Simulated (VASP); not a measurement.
Data:

```
Rh
1.0
    0.00000     1.93066     1.93066
    1.93066     0.00000     1.93066
    1.93066     1.93066     0.00000
Rh
1
Cartesian
  0.00000   0.00000   0.00000
```

Computed with PBE GGA, VASP's PBE PAW potentials (set 64) (plane waves; VASP). Run with 480 eV cut-off, 16×16×16 Γ-centred mesh, first-order Methfessel-Paxton smearing of 0.10 eV, potentials Rh_pv.

Task: Give the stress tensor in GPa (positive for a compressed cell).

Result: 
```
-5.83   0.00   0.00
 0.00  -5.83   0.00
 0.00   0.00  -5.83
```
The pressure is its mean diagonal, -5.83 GPa.

The compound is Rh in the fcc structure. This cell was strained or had an atom moved on purpose.
